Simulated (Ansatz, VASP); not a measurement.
**SnTe in two plane-wave programs**

Aim: how closely do two programs agree when they are given the same cell, functional and k mesh? The cell is taken from a series of VASP runs on this material, whose earlier steps may have relaxed, scaled or displaced it; both programs get it as it stands.

Program: Ansatz 0.2.0. Level of theory: plane waves, with VASP 6.6.1 beside it; single point at PBE with D3(BJ), band structure at PBE with D3(BJ) and band structure at PBE with D3(BJ), spin-orbit coupling. Results are calculated unless marked as measured.

## Step 1: The structure

Symmetry: Fm-3m, No. 225, cubic system. Conventional cell: a = 6.302 Å, b = 6.302 Å, c = 6.302 Å, α = 90.00°, β = 90.00°, γ = 90.00°. Nearest to Sn lie 6 Te at 3.15 Å. Te has 6 Sn at 3.15 Å nearest. Farther neighbours and most contacts between anions are not listed.

Structure file:

```xyz
2
Lattice="0.0000 3.1509 3.1509 3.1509 0.0000 3.1509 3.1509 3.1509 0.0000" Properties=species:S:1:pos:R:3 pbc="T T T"
Sn    0.0000    0.0000    0.0000
Te    3.1509    3.1509    3.1509
```

## Step 2: VASP: single point, PBE with D3(BJ)

With cell and atoms fixed, the geometry can't cause a difference; cores, projectors, grids and the points listed under the comparison can.

Lines of VASP's logs that name or quote its potential files are left out, and so is its time.

Contents of INCAR:

```
SYSTEM = SnTe
PREC = Accurate
ENCUT = 400
EDIFF = 1E-06
NELM = 100
ISMEAR = 0
SIGMA = 0.05
LREAL = .FALSE.
ALGO = Normal
GGA = PE
IVDW = 12
NBANDS = 16
LORBIT = 11
LWAVE = .FALSE.
LCHARG = .TRUE.
ISIF = 2
LELF = .TRUE.
LVHAR = .TRUE.
```

Contents of POSCAR:

```
SnTe
1.0
    0.0000000000      3.1508500000      3.1508500000
    3.1508500000      0.0000000000      3.1508500000
    3.1508500000      3.1508500000      0.0000000000
Sn Te
1 1
Direct
    0.0000000000      0.0000000000      0.0000000000
    0.5000000000      0.5000000000      0.5000000000
```

Contents of KPOINTS:

```
Automatic mesh
0
Gamma
7 7 7
0 0 0
```

Potentials, in the order of the species: Sn_d and Te (PBE family, release 64).

The run is started by

```console
mpirun -np 2 vasp_std
```

Numbers of over 12 decimals in the logs are rounded to 6 here.

Output:

```text
[banner, memory and clock lines left out]
running    2 mpi-ranks, on    1 nodes
 distrk:  each k-point on    2 cores,    1 groups
 distr:  one band on    1 cores,    2 groups

 POSCAR found type information on POSCAR SnTe
 POSCAR found :  2 types and       2 ions
 LDA part: xc-table for (Slater+PW92), standard interpolation
 POSCAR, INCAR and KPOINTS ok, starting setup
 FFT: planning ... GRIDC
 FFT: planning ... GRID_SOFT
 FFT: planning ... GRID
 WAVECAR not read
 entering main loop
       N       E                     dE             d eps       ncg     rms          rms(c)
DAV:   1     0.115607260763E+03    0.11561E+03   -0.83258E+03   640   0.119E+03
DAV:   2     0.180631665509E+01   -0.11380E+03   -0.11193E+03   712   0.318E+02
DAV:   3    -0.735716649498E+01   -0.91635E+01   -0.91466E+01   816   0.827E+01
DAV:   4    -0.758624320039E+01   -0.22908E+00   -0.22904E+00   784   0.146E+01
DAV:   5    -0.759578504325E+01   -0.95418E-02   -0.95417E-02   912   0.266E+00    0.476E+00
DAV:   6    -0.754548102805E+01    0.50304E-01   -0.12375E-01   848   0.239E+00    0.301E+00
DAV:   7    -0.754693213816E+01   -0.14511E-02   -0.50651E-02   760   0.117E+00    0.773E-01
DAV:   8    -0.754704303173E+01   -0.11089E-03   -0.72445E-03   816   0.690E-01    0.179E-01
DAV:   9    -0.754718219091E+01   -0.13916E-03   -0.57368E-04   880   0.234E-01    0.297E-02
DAV:  10    -0.754717181273E+01    0.10378E-04   -0.86439E-05   808   0.823E-02    0.174E-02
DAV:  11    -0.754717645833E+01   -0.46456E-05   -0.42157E-05   824   0.526E-02    0.295E-02
DAV:  12    -0.754717635608E+01    0.10225E-06   -0.27028E-06   752   0.119E-02
   1 F= -.83490097E+01 E0= -.83490097E+01  d E =-.705433E-13
```

Parts of OUTCAR (step 2):

```text
ion  position               nearest neighbor table
   1  0.000  0.000  0.000-   2 3.15   2 3.15   2 3.15   2 3.15   2 3.15   2 3.15
   2  0.500  0.500  0.500-   1 3.15   1 3.15   1 3.15   1 3.15   1 3.15   1 3.15

  LATTYP: Found a face centered cubic cell.
 ALAT       =     6.3017000000

 Subroutine GETGRP returns: Found 48 space group operations
 (whereof 48 operations were pure point group operations)

The static configuration has the point symmetry O_h .

 Found     20 irreducible k-points:

   k-points           NKPTS =     20   k-points in BZ     NKDIM =     20   number of bands    NBANDS=     16

   dimension x,y,z NGX =    30 NGY =   30 NGZ =   30
   dimension x,y,z NGXF=    60 NGYF=   60 NGZF=   60

   ENCUT  =  400.0 eV  29.40 Ry    5.42 a.u.   7.27  7.27  7.27*2*pi/ulx,y,z

   NELECT =      20.0000    total number of electrons

 k-points in reciprocal lattice and weights: Automatic mesh
   0.00000000  0.00000000  0.00000000       0.003
   0.14285714  0.00000000  0.00000000       0.023
   0.28571429  0.00000000  0.00000000       0.023
   0.42857143  0.00000000  0.00000000       0.023
   0.14285714  0.14285714  0.00000000       0.017
   0.28571429  0.14285714  0.00000000       0.070
   0.42857143  0.14285714  0.00000000       0.070
  -0.42857143  0.14285714  0.00000000       0.070
  -0.28571429  0.14285714  0.00000000       0.070
[...]
-0.42857143  0.42857143  0.14285714       0.070
  -0.28571429  0.42857143  0.14285714       0.070

 average (electrostatic) potential at core
       1-100.5838       2 -87.8161

 E-fermi :   6.9535

 k-point     1 :       0.0000    0.0000    0.0000
  band No.  band energies     occupation
    ...
      6      -5.8511      2.00000
      7       2.2784      2.00000
      8       4.8090      2.00000
      9       4.8090      2.00000
     10       4.8090      2.00000
     11      10.3074      0.00000
     12      10.3074      0.00000
     13      10.3074      0.00000
     14      11.7062      0.00000
     15      11.7062      0.00000
    ...

 k-point     2 :       0.1429    0.0000    0.0000
  band No.  band energies     occupation
    ...
      6      -5.6801      2.00000
      7       1.3941      2.00000
      8       4.8397      2.00000
      9       4.8397      2.00000
     10       5.4181      2.00000
     11       9.4701      0.00000
     12       9.4701      0.00000
     13       9.5101      0.00000
     14      11.6656      0.00000
     15      12.1220      0.00000
    ...

 k-point     3 :       0.2857    0.0000    0.0000
  band No.  band energies     occupation
    ...
      6      -5.2115      2.00000
      7      -0.0771      2.00000
      8       4.9516      2.00000
      9       4.9516      2.00000
     10       6.1658      2.00000
     11       8.2438      0.00000
     12       8.2438      0.00000
     13       8.3148      0.00000
     14      12.3583      0.00000
     15      13.2639      0.00000
    ...

 Edisp (eV)   -0.80183

  Total       0.00490     0.00490     0.00490    -0.00000    -0.00000     0.00000
  in kB       0.12561     0.12561     0.12561    -0.00000    -0.00000     0.00000
  external pressure =        0.13 kB  Pullay stress =        0.00 kB

  energy-cutoff  :      400.00
  volume of cell :       62.56
      direct lattice vectors                 reciprocal lattice vectors
     0.000000000  3.150850000  3.150850000    -0.158687338  0.158687338  0.158687338
     3.150850000  0.000000000  3.150850000     0.158687338 -0.158687338  0.158687338
     3.150850000  3.150850000  0.000000000     0.158687338  0.158687338 -0.158687338

 POSITION                                       TOTAL-FORCE (eV/Angst)
 -----------------------------------------------------------------------------------
      0.00000      0.00000      0.00000        -0.000000      0.000000      0.000000
      3.15085      3.15085      3.15085         0.000000     -0.000000     -0.000000
 -----------------------------------------------------------------------------------
    total drift:                               -0.000000      0.000000      0.000000

  FREE ENERGIE OF THE ION-ELECTRON SYSTEM (eV)
  ---------------------------------------------------
  free  energy   TOTEN  =        -8.3490096521 eV

  energy  without entropy=       -8.3490096521  energy(sigma->0) =       -8.34900965

 total charge
# of ion       s       p       d       tot
------------------------------------------
    1        1.368   0.739   9.985  12.091
    2        1.385   1.966   0.030   3.381
--------------------------------------------------
tot          2.752   2.705  10.015  15.472

[... 3 further parts left out ...]
```

The run ends at a pressure of 0.01 GPa.

## Step 3: Ansatz: single point, PBE with D3(BJ)

Ansatz runs on its default PAW (the set named soft_2) files.

The same cell, functional, mesh and smearing now go to Ansatz, which takes its cutoff from its data sets.

Contents of input.yaml:

```yaml
crystal:
  lattice:
    - [0.0, 3.15085, 3.15085]
    - [3.15085, 0.0, 3.15085]
    - [3.15085, 3.15085, 0.0]
  atoms:
    - { symbol: Sn, position: [0.0, 0.0, 0.0] }
    - { symbol: Te, position: [0.5, 0.5, 0.5] }
hamiltonian:
  xc: pbe
  pseudopotentials: { kind: paw }
  dispersion: d3bj
kpoints:
  mp_grid: { grid: [7, 7, 7] }
scf:
  occupations: { method: gaussian, width: 0.05 }
  n_extra_bands: 4
output:
  forces: true
  stress: true
  eigenvalues: true
```

The run is started by

```console
ansatz run input.yaml --threads 2 --pin off --max-ram 4608MiB --backend cpu --events-out ev --progress --plain --runs-dir out
```

Output:

```text
scf.n_extra_bands = 4 over 15 filled bands (N_el = 30.0): the run solves 19 bands
Engine: ansatz 0.2.0, aarch64-unknown-linux-gnu
Pseudopotentials: kind: paw
Pseudopotential: Sn, paw, valence charge 14, recommended cutoff 420 eV (normal), Sn.paw.azcp
Pseudopotential: Te, paw, valence charge 16, recommended cutoff 420 eV (normal), Te.paw.azcp
Functional definition: PBE
  parameter kappa = 0.804
  parameter beta = 0.066725
  exchange = pbe_x(kappa = kappa, mu = beta*pi^2/3)
  correlation = pbe_c(beta = beta)
Crystal: 2 atoms, lattice volume = 62.562 Å³
Basis set: ecut = 420 eV, 1243 PW (Γ), exchange–correlation on 60×60×60 points (8 copies of the dense FFT grid, shifted against one another)
Bands: 19, of which v1, the nominal top of the filled ones, is band 15 counted from 1 (14 counted from 0)
Symmetry: 48 space group operations
Space group: Fm-3m (ITA 225), of the structure as read, at distance tolerance 4.0e-5 Å
k-points: 20 of 343
Non-local potential: Sn, projectors of the file, l = 0: 2, l = 1: 2, l = 2: 2, l = 3: 2
Non-local potential: Te, projectors of the file, l = 0: 2, l = 1: 2, l = 2: 2, l = 3: 2
PAW form: soft (Blöchl's): semilocal exchange-correlation on the pseudo side does not see the compensation charge
PAW one-centre angular grid: Sn, 590 points (default); XC on 64 Gauss nodes
PAW one-centre angular grid: Te, 590 points (default); XC on 64 Gauss nodes
Initial density: superposition of atomic densities (neutral atoms: chi_scale 0, normalization atom), corrected by the library's trained network
Initial wavefunctions: pseudopotential atomic-orbital guess
Functional: x = pbe(κ = 0.804, μ = 0.219515), c = pbe(β = 0.066725)
SCF iter   1: F=—  HF=-13005.532311 eV  |F-HF|=—  |Δ(HF+E_count)|=         —  Δρ=5.46e-4  dr2=1.32e-4  ethr=1.77e-3  ⟨swp⟩=6.1  Hψ=1976  notcnv=0
preconditioner: auto → none  [insulator: Δε(μ)=0.662 eV  Ē_g=8.672 eV  σ=0.050 eV  W_gap=1.00  n_scr=14 (ndim 8)  ℏωp=14.8 eV  f_vac=0.009  D(μ)=0.00/eV (n_scr^D=0)  ε∞_Penn≈3.9]
SCF iter   2: F=—  HF=-13005.530830 eV  |F-HF|=—  |Δ(HF+E_count)|=   1.48e-3  Δρ=3.78e-4  dr2=6.74e-5  ethr=4.40e-7  ⟨swp⟩=3.0  Hψ=995  notcnv=0
SCF iter   3: F=—  HF=-13005.530849 eV  |F-HF|=—  |Δ(HF+E_count)|=   1.92e-5  Δρ=1.56e-4  dr2=9.50e-6  ethr=2.25e-7  ⟨swp⟩=2.0  Hψ=580  notcnv=0
SCF iter   4: F=—  HF=-13005.530873 eV  |F-HF|=—  |Δ(HF+E_count)|=   2.36e-5  Δρ=4.98e-5  dr2=1.50e-6  ethr=3.17e-8  ⟨swp⟩=2.0  Hψ=680  notcnv=0
SCF iter   5: F=—  HF=-13005.530872 eV  |F-HF|=—  |Δ(HF+E_count)|=   6.73e-7  Δρ=2.22e-5  dr2=2.85e-7  ethr=5.00e-9  ⟨swp⟩=2.0  Hψ=662  notcnv=0
SCF iter   6: F=-13005.530872 eV  HF=-13005.530872 eV  |F-HF|=1.81e-8  |Δ(HF+E_count)|=   2.03e-7  Δρ=4.73e-6  dr2=1.22e-8  ethr=3.33e-10  ⟨swp⟩=6.0  Hψ=1750  notcnv=0
SCF 1 converged in 6 iterations: F = -13005.530872 eV  dr2 = 1.22e-8
  greatest PAW one-centre occupation: 0.998 electrons in one spin orbital (limit 2), on the Te atom at site 1 (counted from 0), in its partial waves of l = 2
SCF converged after 6 iterations
Free energy (F): -13005.530872 eV
Harris-Foulkes:  -13005.530872 eV  (|F-HF|=1.81e-8)
Internal energy: -13005.530872 eV  (E = F + TS)
E sigma→0 (E₀):  -13005.530872 eV
Fermi energy:    9.776693 eV
--- Per-component energies (eV) ---
  E_band       = -353.577149
  E_kinetic    = 366.172037
  E_local      = -2152.585797  (includes V_loc(G=0)·N_el)
  E_nonlocal   = -343.013038
  E_hartree    = 1353.590209
  E_xc         = -507.786482
  E_vxc        = -201.036337  (∫ρ·V_xc dr)
  E_paw        = -8795.615051  (= ΣΔE_a)
  E_vpaw       = -730.286594  (= ΣTr[D̂ρ^β])
  E_aug_tail   = -0.000158  (compensation charges beyond the density's cutoff)
  E_ewald      = -2925.490525
  E_disp       = -0.802065  (pairwise vdW)
  E_smearing   = -0.000000  (= −TS)
  E_closure    = 0.000000  (closes the sum)
  Σ components = -13005.530872   (vs F -13005.530872, Δ=0.00e0)
--- Forces (eV/Å), atoms counted from 1 ---
  atom   1  Sn    -0.00000000     0.00000000    -0.00000000
  atom   2  Te     0.00000000    -0.00000000     0.00000000
  max |Σ_I F_I| component: 3.35e-29 eV/Å
--- Stress (GPa, compression-positive) ---
        0.092638      -0.000000       0.000000
       -0.000000       0.092638       0.000000
        0.000000       0.000000       0.092638
  P = ⅓ Tr σ = 0.0926 GPa (0.926 kbar)
--- Band table (eV; the first three rows and the last of 20) ---
  k-point 0: bands = [... 11 lower, 5.0069, 7.5397, 7.5397, 7.5397, 13.0396, 13.0396, 13.0396, 14.4608]
  k-point 1: bands = [... 11 lower, 4.1235, 7.5703, 7.5703, 8.1482, 12.2046, 12.2046, 12.2435, 14.4118]
  k-point 2: bands = [... 11 lower, 2.6536, 7.6819, 7.6819, 8.8964, 10.9779, 10.9779, 11.0478, 15.1009]
  k-point 19: bands = [... 11 lower, 2.2044, 4.7363, 5.4549, 8.4591, 10.8807, 13.8196, 14.7298, 14.9626]
```

Wall time 1.9 s (2 threads of Arm Neoverse N1, shared host); peak memory 0.3 GiB.

Reading the cycles: dr2 is the Hartree energy of the density residual (eV), the measure of convergence; HF is the Harris–Foulkes estimate of the energy, which meets the free energy F at convergence.

The run ends at a pressure of 0.09 GPa.

## Step 4: Comparison

Known differences besides the potentials themselves: the data sets hold 30 valence electrons in Ansatz (default PAW (the set named soft_2) files) and 20 in VASP; the cutoff is 420 eV in Ansatz and 400 eV in VASP; VASP leaves aspherical gradient terms in its spheres out (LASPH is not set), Ansatz keeps them. Total energies have different zeros and are not compared.

Compared:

| quantity | Ansatz | VASP | difference |
| --- | --- | --- | --- |
| pressure (GPa) | 0.09 | 0.01 | +0.08 |
| gap on the k mesh (eV) | 0.662 | 0.662 | +0.001 |

A gap on the mesh is an upper bound, since the band edges may lie between its points. Ansatz's pressure holds a Pulay correction of 0.03 GPa; VASP's holds none.

## Step 5: VASP: band structure, PBE with D3(BJ)

Levels along a path test the potential and the projectors away from the mesh points.

Contents of INCAR:

```
SYSTEM = SnTe
PREC = Accurate
ENCUT = 400
EDIFF = 1E-06
NELM = 100
ISMEAR = 0
SIGMA = 0.05
LREAL = .FALSE.
ALGO = Normal
GGA = PE
IVDW = 12
NBANDS = 22
LORBIT = 11
LWAVE = .FALSE.
LCHARG = .FALSE.
KPAR = 2
```

POSCAR is that of step 2.

KPOINTS is that of step 2.

Contents of KPOINTS_OPT:

```
Line mode
16
Line-mode
Reciprocal
  0.00000000   0.00000000   0.00000000 GAMMA
  0.50000000   0.00000000   0.50000000 X

  0.50000000   0.00000000   0.50000000 X
  0.50000000   0.25000000   0.75000000 W

  0.50000000   0.25000000   0.75000000 W
  0.37500000   0.37500000   0.75000000 K

  0.37500000   0.37500000   0.75000000 K
  0.00000000   0.00000000   0.00000000 GAMMA

  0.00000000   0.00000000   0.00000000 GAMMA
  0.50000000   0.50000000   0.50000000 L

  0.50000000   0.50000000   0.50000000 L
  0.62500000   0.25000000   0.62500000 U

  0.62500000   0.25000000   0.62500000 U
  0.50000000   0.25000000   0.75000000 W

  0.50000000   0.25000000   0.75000000 W
  0.50000000   0.50000000   0.50000000 L

  0.50000000   0.50000000   0.50000000 L
  0.37500000   0.37500000   0.75000000 K

  0.62500000   0.25000000   0.62500000 U
  0.50000000   0.00000000   0.50000000 X
```

The run is started by

```console
mpirun -np 2 vasp_std
```

Output:

```text
[banner, memory and clock lines left out]
running    2 mpi-ranks, on    1 nodes
[...]
LDA part: xc-table for (Slater+PW92), standard interpolation
 POSCAR, INCAR and KPOINTS ok, starting setup
[...]
entering main loop
       N       E                     dE             d eps       ncg     rms          rms(c)
DAV:   1     0.130766537258E+03    0.13077E+03   -0.78080E+03   932   0.872E+02
DAV:   2     0.569624661960E+01   -0.12507E+03   -0.11951E+03   924   0.283E+02
DAV:   3    -0.719439938210E+01   -0.12891E+02   -0.12810E+02  1074   0.741E+01
DAV:   4    -0.758279190803E+01   -0.38839E+00   -0.38822E+00  1030   0.135E+01
[...]
DAV:  10    -0.754717355722E+01    0.81375E-06   -0.13685E-04  1052   0.804E-02    0.148E-02
DAV:  11    -0.754717628747E+01   -0.27303E-05   -0.25410E-05  1156   0.319E-02    0.159E-02
DAV:  12    -0.754717605274E+01    0.23472E-06   -0.97404E-07   780   0.539E-03
   1 F= -.83490093E+01 E0= -.83490093E+01  d E =-.131026E-15
 Start KPOINTS_OPT (optional k-point list driver)
k-point batch [1-20\160]
       N       E                     dE             ncg
DAV:   1     0.253901272974E+03   -0.63389E+04      944
DAV:   2    -0.241608438103E+04   -0.26700E+04      984
DAV:   3    -0.269656051854E+04   -0.28048E+03     1026
DAV:   4    -0.270480557813E+04   -0.82451E+01     1082
DAV:   5    -0.270508764108E+04   -0.28206E+00     1132
DAV:   6    -0.270509646702E+04   -0.88259E-02     1210
DAV:   7    -0.270509660914E+04   -0.14212E-03     1224
DAV:   8    -0.270509661115E+04   -0.20175E-05      976
DAV:   9    -0.270509661127E+04   -0.11918E-06      716
[...]
k-point batch [141-160\160]
       N       E                     dE             ncg
DAV:   1     0.607224743800E+02   -0.11241E+05      952
DAV:   2    -0.252262050786E+04   -0.25833E+04      936
DAV:   3    -0.279820240043E+04   -0.27558E+03     1070
DAV:   4    -0.280618756889E+04   -0.79852E+01     1128
DAV:   5    -0.280644380495E+04   -0.25624E+00     1096
DAV:   6    -0.280645081148E+04   -0.70065E-02     1186
DAV:   7    -0.280645111991E+04   -0.30843E-03     1236
DAV:   8    -0.280645112227E+04   -0.23567E-05      974
DAV:   9    -0.280645112234E+04   -0.73285E-07      706
```

From OUTCAR (step 5):

```text
 Edisp (eV)   -0.80183

  Total       0.02235     0.02235     0.02235    -0.00000    -0.00000     0.00000
  in kB       0.57244     0.57244     0.57244    -0.00000    -0.00000     0.00000
  external pressure =        0.57 kB  Pullay stress =        0.00 kB

 POSITION                                       TOTAL-FORCE (eV/Angst)
 -----------------------------------------------------------------------------------
      0.00000      0.00000      0.00000        -0.000000      0.000000     -0.000000
      3.15085      3.15085      3.15085         0.000000     -0.000000      0.000000
 -----------------------------------------------------------------------------------
    total drift:                               -0.000000      0.000000      0.000000

  FREE ENERGIE OF THE ION-ELECTRON SYSTEM (eV)
  ---------------------------------------------------
  free  energy   TOTEN  =        -8.3490093487 eV

  energy  without entropy=       -8.3490093487  energy(sigma->0) =       -8.34900935

[... 1 part as in an earlier step ...]

[... 2 further parts left out ...]
[key lines of the parts left out:]
E-fermi :   6.9840
```

Beside the point of the least direct gap the conduction band falls away, a mark of inverted bands. Without spin-orbit coupling such bands can cross within one step of the path, so this gap is not established and may be zero.

(Continued in part 2 of 2.)

[Lines on the potential files, build, host, timing and source positions are cut from VASP's logs without a mark.]

[Logs are printed without paths, hosts, clocks, repeated set-up lines and the standing remarks that a program may print on its own settings, such as how far it seeks lower states.]

[Hosts, paths, dates, database ids (printed as entryN), source tags and the programs' standing remarks are cut or masked in the printed files.]
